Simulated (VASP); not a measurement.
An input for Quantum ESPRESSO's pw.x (written as the equivalent of a VASP run, and not itself run):

```
&CONTROL
  calculation = 'scf'
  pseudo_dir = './pseudo'
  outdir = './out'
  tprnfor = .true.
  tstress = .true.
/
&SYSTEM
  ibrav = 0
  nat = 2
  ntyp = 2
  ecutwfc = 102
  occupations = 'smearing'
  smearing = 'gaussian'
  degauss = 0.003675
  input_dft = 'pw91'
/
&ELECTRONS
  conv_thr = 7.3e-09
  electron_maxstep = 100
/
ATOMIC_SPECIES
  Cd 112.414 Cd.upf
  Se 78.971 Se.upf
CELL_PARAMETERS angstrom
     0.0000000    3.1011347    3.1011347
     3.1011347    0.0000000    3.1011347
     3.1011347    3.1011347    0.0000000
ATOMIC_POSITIONS crystal
  Cd   0.0000000  0.0000000  0.0000000
  Se   0.2500000  0.2500000  0.2500000
K_POINTS automatic
  7 7 7 0 0 0
```

Question: Write the VASP files for the same calculation (PW91).

Answer: One answer among several that fit: 
**KPOINTS**
```
Automatic mesh
0
Gamma
  7 7 7
0 0 0
```

POSCAR:
```
CdSe
1
    0.0000000000     3.1011347008     3.1011347008
    3.1011347008     0.0000000000     3.1011347008
    3.1011347008     3.1011347008     0.0000000000
Cd Se
1 1
Direct
  0.0000000000   0.0000000000   0.0000000000
  0.2500000000   0.2500000000   0.2500000000
```

**INCAR**
```
SYSTEM = CdSe
PREC = Accurate; ENCUT = 520; LREAL = .False.
LASPH = .True.
EDIFF = 1E-7; NELM = 100; ALGO = Normal
LMAXMIX = 4
ISMEAR = 0; SIGMA = 0.05
GGA = 91
ISIF = 2
LWAVE = .False.; LCHARG = .False.
```

POTCAR, in this order: Cd Se (PBE.64 set). Program: vasp_std.

Limits of the translation: the potentials are each code's own (VASP's PAW set, PseudoDojo norm-conserving files in pw.x), so ENCUT and ecutwfc are chosen apart and not converted; conv_thr bounds pw.x's estimated SCF error, while EDIFF bounds the energy change between steps.

The compound is CdSe in the zinc blende structure, whereas wurtzite is the usual form. It was relaxed first, which changed the volume by +8 %.
